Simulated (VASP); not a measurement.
A run of VASP 6.6.1 is set up as follows.

The input INCAR:

```
  PREC = Accurate
  ENCUT = 520
  EDIFF = 1E-7
  ISMEAR = -1
  SIGMA = 0.05
  LREAL = False
  LASPH = True
  NELM = 80
  ALGO = Normal
  ISIF = 2
  LWAVE = False
  LCHARG = False
  GGA = PE
  NBANDS = 42
```

The input KPOINTS:

```
regular mesh
0
Gamma
  5 7 4
```

POSCAR

```
Ag4AuS2
1.0
    5.1708000000      0.0000000000      0.0000000000
    0.0000000000      3.9750120000      0.0000000000
   -0.4518180000      0.0000000000      6.8818640000
Au Ag S
1 4 2
Direct
    0.0048690000      0.5002530000      0.5013600000
    0.2877020000      0.5098470000      0.1316120000
    0.7054570000     -0.0044590000      0.2694280000
    0.3010430000      0.0082520000      0.7323130000
    0.6991100000      0.4947260000      0.8653310000
   -0.0082320000     -0.0110210000      0.0013540000
    0.5103860000      0.4995160000      0.4996740000
```

Potentials or basis: VASP PAW PBE potentials, release 64 (Au, Ag, S).

Command:

```sh
$ cat potpaw_PBE.64/Au/POTCAR potpaw_PBE.64/Ag/POTCAR potpaw_PBE.64/S/POTCAR > POTCAR
$ mpirun -np 1 vasp_std > vasp.out
```

**Question.** What does it give for the pressure?

**Answer.** -0.6 GPa.

**Question.** Predict the largest force.

**Answer.** 0.313 eV/Å.

**Question.** Estimate the band gap on the k mesh.

**Answer.** None (metal or under the smearing width).

Stress tensor (GPa, compression positive):
```
-0.73 -0.07 -0.18
-0.07 -0.71 -0.21
-0.18 -0.21 -0.25
```

The run has no spin-orbit coupling, so splittings on Au are missing.
